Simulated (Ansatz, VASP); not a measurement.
**AlGa3As4 in two plane-wave programs**

Aim: how closely do two programs agree when they are given the same cell, functional and k mesh? The cell is invented: As first built, before any earlier steps moved the atoms (in the runner's words): As for N in the AlGa3N4 structure of space group Pm. It may not be a known or stable phase. The two relaxations start from unlike cells of this crystal (the structure described is Ansatz's start), so only their ends are compared.

Calculated with Ansatz 0.2.0; plane waves, with VASP 6.6.1 beside it; relaxation of cell and atoms at r2SCAN.

## 1. Set-up

Symmetry: Pm, No. 6, monoclinic system. Conventional cell: a = 5.820 Å, b = 3.582 Å, c = 6.202 Å, α = 90.00°, β = 90.04°, γ = 90.00°. Al has 4 As at 2.14 to 2.15 Å nearest. Ga has 4 As at 2.19 to 2.21 Å nearest. Nearest to Ga lie 4 As at 2.19 to 2.23 Å. Ga has 4 As at 2.21 to 2.22 Å nearest. As has 1 Al at 2.14 Å and 3 Ga at 2.21 Å nearest. As has 2 Al at 2.15 Å and 2 Ga at 2.22 to 2.23 Å nearest. It derives from AlGa3N4. As first built, before any earlier steps moved the atoms (in the runner's words): As for N in the AlGa3N4 structure of space group Pm. Farther neighbours are not listed.

As a file:

```
Al Ga As
1.0
     5.81981    0.00000    0.00000
     0.00000    3.58206    0.00000
    -0.00421    0.00000    6.20217
Al Ga As
1 3 4
Direct
  0.00050 0.50000 0.66730
  0.49914 0.50000 0.33515
  0.49913 0.00000 0.83133
  0.99991 0.00000 0.16624
  0.11924 0.50000 0.34130
  0.11683 0.00000 0.82526
  0.62025 0.00000 0.16615
  0.63260 0.50000 0.66727
```

## 2. VASP: relaxation of cell and atoms, r2SCAN

The relaxed volume is the usual yardstick between codes: in a stiff, nearly cubic crystal its relative difference is about their pressure difference at one cell divided by the bulk modulus.

Lines of VASP's logs that name or quote its potential files are left out, and so is its time.

The input, INCAR:

```
SYSTEM = AlGa3As4
PREC = Accurate
ENCUT = 550
EDIFF = 1E-07
NELM = 120
ISMEAR = 0
SIGMA = 0.03
LREAL = .FALSE.
ALGO = Normal
METAGGA = R2SCAN
LASPH = .TRUE.
NBANDS = 39
LORBIT = 11
LWAVE = .FALSE.
LCHARG = .FALSE.
ISIF = 3
IBRION = 2
NSW = 80
EDIFFG = -0.005
GGA_COMPAT = .FALSE.
NELMIN = 4
EFERMI = MIDGAP
LMIXTAU = .TRUE.
KPAR = 2
```

The input, POSCAR:

```
AlGa3As4
1.0
    6.5875848047      0.0000000000      0.0009289502
    0.0000000000      3.9987677791      0.0000000000
   -0.0038025260      0.0000000000      6.9177692021
Al Ga As
1 3 4
Direct
    0.9987586663      0.5000000000      0.6676195386
    0.4974795642      0.5000000000      0.3326365192
    0.4972848244      0.0000000000      0.8326995350
    0.9979902032      0.0000000000      0.1670913162
    0.1238074281      0.5000000000      0.3340084205
    0.1236693804      0.0000000000      0.8333870384
    0.6238642151      0.0000000000      0.1662052396
    0.6247460014      0.5000000000      0.6663533598
```

The input, KPOINTS:

```
Automatic mesh
0
Gamma
4 6 4
0 0 0
```

PAW data sets: Al, Ga_d and As (PBE family, release 64).

The run is started by

```sh
mpirun -np 2 vasp_std
```

Numbers of over 12 decimals in the logs are rounded to 6 here.

What it wrote:

```text
[banner, memory and clock lines left out]
running    2 mpi-ranks, on    1 nodes
 distrk:  each k-point on    1 cores,    2 groups
 distr:  one band on    1 cores,    1 groups

 POSCAR found type information on POSCAR AlGaAs
 POSCAR found :  3 types and       8 ions
|                                                                             |
|               ----> ADVICE to this user running VASP <----                  |
|                                                                             |
|     You enforced a specific xc type in the INCAR file but a different       |
|     [... a line on the potential file left out ...]
|     I HOPE YOU KNOW WHAT YOU ARE DOING!                                     |
|                                                                             |

 LDA part: xc-table for (None), standard interpolation
 POSCAR, INCAR and KPOINTS ok, starting setup
 FFT: planning ... GRIDC
 FFT: planning ... GRID_SOFT
 FFT: planning ... GRID
 WAVECAR not read
 entering main loop
       N       E                     dE             d eps       ncg     rms          rms(c)
DAV:   1     0.450487462991E+03    0.45049E+03   -0.29201E+04  3340   0.217E+03
DAV:   2    -0.322958726582E+02   -0.48278E+03   -0.46292E+03  3415   0.576E+02
DAV:   3    -0.107267880277E+03   -0.74972E+02   -0.72424E+02  3694   0.158E+02
DAV:   4    -0.111132382652E+03   -0.38645E+01   -0.38381E+01  3831   0.377E+01
DAV:   5    -0.111235614770E+03   -0.10323E+00   -0.10313E+00  3764   0.599E+00    0.707E+00
DAV:   6    -0.107114122945E+03    0.41215E+01   -0.23751E+00  4336   0.182E+01    0.400E+00
DAV:   7    -0.101895785717E+03    0.52183E+01   -0.11921E+00  3379   0.666E+00    0.187E+00
DAV:   8    -0.103644084515E+03   -0.17483E+01   -0.15274E+00  3421   0.629E+00    0.696E-01
DAV:   9    -0.103586332677E+03    0.57752E-01   -0.17271E-01  3274   0.309E+00    0.581E-01
DAV:  10    -0.103622831346E+03   -0.36499E-01   -0.42093E-02  3600   0.179E+00    0.311E-01
DAV:  11    -0.103734668808E+03   -0.11184E+00   -0.11726E-01  3162   0.228E+00    0.108E-01
DAV:  12    -0.103748608362E+03   -0.13940E-01   -0.13808E-02  3634   0.968E-01    0.137E-01
DAV:  13    -0.103747996765E+03    0.61160E-03   -0.77287E-04  3528   0.236E-01    0.115E-01
DAV:  14    -0.103748612443E+03   -0.61568E-03   -0.79427E-04  3615   0.394E-01    0.329E-02
DAV:  15    -0.103749041583E+03   -0.42914E-03   -0.35488E-04  3839   0.298E-01    0.654E-02
DAV:  16    -0.103749064657E+03   -0.23074E-04   -0.89421E-05  4249   0.133E-01    0.384E-02
DAV:  17    -0.103749112120E+03   -0.47463E-04   -0.20753E-05  4700   0.466E-02    0.223E-02
DAV:  18    -0.103749120291E+03   -0.81708E-05   -0.12332E-05  3454   0.611E-02    0.167E-02
DAV:  19    -0.103749153485E+03   -0.33193E-04   -0.18877E-05  3246   0.357E-02    0.420E-03
DAV:  20    -0.103749153862E+03   -0.37748E-06   -0.17118E-06  3584   0.222E-02    0.439E-03
DAV:  21    -0.103749153889E+03   -0.27235E-07   -0.14795E-07  3000   0.443E-03
   1 F= -.10374915E+03 E0= -.10374915E+03  d E =-.103749E+03
[... from here on, the cycles between the ionic steps are left out ...]
   2 F= -.10374919E+03 E0= -.10374919E+03  d E =-.311846E-04
  12 F= -.10374933E+03 E0= -.10374933E+03  d E =-.141350E-04
  13 F= -.10374935E+03 E0= -.10374935E+03  d E =-.411960E-04
  14 F= -.10374934E+03 E0= -.10374934E+03  d E =-.240522E-04
  15 F= -.10374936E+03 E0= -.10374936E+03  d E =-.461729E-04
  16 F= -.10374938E+03 E0= -.10374938E+03  d E =-.192904E-04
  17 F= -.10374938E+03 E0= -.10374938E+03  d E =-.246269E-04
  18 F= -.10374939E+03 E0= -.10374939E+03  d E =-.317794E-04
  19 F= -.10374939E+03 E0= -.10374939E+03  d E =-.327159E-04
  20 F= -.10374939E+03 E0= -.10374939E+03  d E =-.156041E-05
  21 F= -.10374939E+03 E0= -.10374939E+03  d E =0.789093E-06
 curvature:  -1.28 expect dE=-0.131E-04 dE for cont linesearch -0.643E-07
 trial: gam= 1.33750 g(F)=  0.328E-05 g(S)=  0.694E-05 ort =-0.888E-06 (trialstep = 0.437E+00)
 search vector abs. value=  0.360E-04
 bond charge predicted
       N       E                     dE             d eps       ncg     rms          rms(c)
DAV:   1    -0.103749392398E+03   -0.26906E-05   -0.36221E-04  3457   0.109E-01    0.797E-03
DAV:   2    -0.103749394206E+03   -0.18089E-05   -0.17042E-05  4301   0.379E-02    0.411E-03
DAV:   3    -0.103749394740E+03   -0.53351E-06   -0.16193E-06  4487   0.160E-02    0.125E-03
DAV:   4    -0.103749394934E+03   -0.19442E-06   -0.58664E-07  3342   0.116E-02    0.399E-04
DAV:   5    -0.103749394939E+03   -0.47166E-08   -0.13898E-07  2195   0.454E-03
  22 F= -.10374939E+03 E0= -.10374939E+03  d E =-.520586E-05
 trial-energy change:   -0.000005  1 .order   -0.000003   -0.000004   -0.000002
 step:   0.4787(harm=  0.7739)  dis= 0.00026  next Energy=  -103.749395 (dE=-0.529E-05)
 reached required accuracy - stopping structural energy minimisation
```

Parts of OUTCAR (step 2):

```text
ion  position               nearest neighbor table
   1  0.999  0.500  0.668-   6 2.45   6 2.45   5 2.45   8 2.46
   2  0.497  0.500  0.333-   7 2.45   7 2.45   8 2.46   5 2.46
   3  0.497  0.000  0.833-   7 2.45   8 2.46   8 2.46   6 2.46
   4  0.998  0.000  0.167-   6 2.45   5 2.45   5 2.45   7 2.46
   5  0.124  0.500  0.334-   1 2.45   4 2.45   4 2.45   2 2.46
   6  0.124  0.000  0.833-   1 2.45   1 2.45   4 2.45   3 2.46
   7  0.624  0.000  0.166-   3 2.45   2 2.45   2 2.45   4 2.46
   8  0.625  0.500  0.666-   3 2.46   3 2.46   2 2.46   1 2.46

  LATTYP: Found a simple monoclinic cell.
 ALAT       =     6.5875848702
 B/A-ratio  =     0.6070157513
 C/A-ratio  =     1.0501223716
 COS(beta)  =    -0.0004086598

 Subroutine GETGRP returns: Found  2 space group operations
 (whereof  2 operations were pure point group operations)

The static configuration has the point symmetry C_1h.

 Found     40 irreducible k-points:

   k-points           NKPTS =     40   k-points in BZ     NKDIM =     40   number of bands    NBANDS=     39

   dimension x,y,z NGX =    50 NGY =   32 NGZ =   54
   dimension x,y,z NGXF=   100 NGYF=   64 NGZF=  108

   ENCUT  =  550.0 eV  40.42 Ry    6.36 a.u.  12.60  7.65 13.23*2*pi/ulx,y,z

   NELECT =      62.0000    total number of electrons

 k-points in reciprocal lattice and weights: Automatic mesh
   0.00000000  0.00000000  0.00000000       0.010
   0.25000000  0.00000000  0.00000000       0.021
   0.50000000  0.00000000  0.00000000       0.010
   0.00000000  0.16666667  0.00000000       0.021
   0.25000000  0.16666667  0.00000000       0.042
   0.50000000  0.16666667  0.00000000       0.021
   0.00000000  0.33333333  0.00000000       0.021
   0.25000000  0.33333333  0.00000000       0.042
   0.50000000  0.33333333  0.00000000       0.021
[...]
0.25000000  0.50000000  0.50000000       0.021
   0.50000000  0.50000000  0.50000000       0.010

 average (electrostatic) potential at core
       1 -79.5897       2 -71.2231       3 -71.2298       4 -71.2366       5 -54.7632
       6 -54.6693       7 -54.8668       8 -54.7636

 E-fermi :   4.2507

 k-point     1 :       0.0000    0.0000    0.0000
  band No.  band energies     occupation
    ...
     27       2.4809      2.00000
     28       2.5359      2.00000
     29       3.5112      2.00000
     30       3.6960      2.00000
     31       3.7017      2.00000
     32       4.7997      0.00000
     33       5.1292      0.00000
     34       5.5721      0.00000
     35       6.6939      0.00000
     36       7.6193      0.00000
    ...

 k-point     2 :       0.2500    0.0000    0.0000
  band No.  band energies     occupation
    ...
     27       2.2085      2.00000
     28       2.6197      2.00000
     29       2.6227      2.00000
     30       3.4756      2.00000
     31       3.4780      2.00000
     32       5.1333      0.00000
     33       5.4413      0.00000
     34       5.6151      0.00000
     35       6.3867      0.00000
     36       7.7147      0.00000
    ...

 k-point     3 :       0.5000    0.0000    0.0000
  band No.  band energies     occupation
    ...
     27       1.6626      2.00000
     28       2.9367      2.00000
     29       2.9373      2.00000
     30       3.0822      2.00000
     31       3.0886      2.00000
     32       5.3181      0.00000
     33       5.3992      0.00000
     34       5.6224      0.00000
     35       6.2201      0.00000
     36       6.8723      0.00000
    ...

  Total       -0.0019281      0.0034378     -0.0090479      0.0000000      0.0000000     -0.0011184
  in kB       -0.0169327      0.0301912     -0.0794609      0.0000000      0.0000000     -0.0098223
  external PRESSURE =      -0.0220675 kB  Pullay stress =       0.0000000 kB

  energy-cutoff  :      550.00
  volume of cell :      182.43
      direct lattice vectors                 reciprocal lattice vectors
     6.588112222  0.000000000  0.001484889     0.151788534  0.000000000  0.000070607
     0.000000000  4.000664364  0.000000000     0.000000000  0.249958484  0.000000000
    -0.003219764  0.000000000  6.921714686    -0.000032563  0.000000000  0.144472857

 POSITION                                       TOTAL-FORCE (eV/Angst)
 -----------------------------------------------------------------------------------
      6.57513      2.00033      4.61747         0.002178      0.000000     -0.004099
      3.27736      2.00033      2.30950        -0.000495      0.000000      0.003476
      3.27364      0.00000      5.77241        -0.000911      0.000000      0.001280
      6.57747      0.00000      1.14925        -0.001815      0.000000      0.000265
      0.81425      2.00033      2.30698        -0.000819      0.000000      0.000424
      0.81161      0.00000      5.76162         0.001228      0.000000      0.001082
      4.11081      0.00000      1.15730        -0.001493      0.000000     -0.003138
      4.11167      2.00033      4.61900         0.002126      0.000000      0.000710
 -----------------------------------------------------------------------------------
    total drift:                               -0.009144      0.000000      0.007618

  FREE ENERGIE OF THE ION-ELECTRON SYSTEM (eV)
  ---------------------------------------------------
  free  energy   TOTEN  =      -103.7493949390 eV

  energy  without entropy=     -103.7493949390  energy(sigma->0) =     -103.74939494

 reached required accuracy - stopping structural energy minimisation

 total charge
# of ion       s       p       d       tot
------------------------------------------
    1        0.401   0.381   0.000   0.781
    2        0.844   0.782   9.998  11.625
    3        0.844   0.780   9.998  11.622
    4        0.843   0.781   9.998  11.622
    5        1.198   1.661   0.030   2.889
    6        1.194   1.689   0.028   2.911
    7        1.202   1.635   0.031   2.869
    8        1.199   1.660   0.030   2.888
--------------------------------------------------
tot          7.726   9.369  30.114  47.208

[... 3 further parts left out ...]
```

The run keeps the 2 symmetry operations of its start, so it cannot find a distortion of lower symmetry.

(Part 1 of 2 ends here.)

[Lines on the potential files, build, host, timing and source positions are cut from VASP's logs without a mark.]

[Logs are printed without paths, hosts, clocks, repeated set-up lines and the standing remarks that a program may print on its own settings, such as how far it seeks lower states.]

[Hosts, paths, dates, database ids (printed as entryN), source tags and the programs' standing remarks are cut or masked in the printed files.]
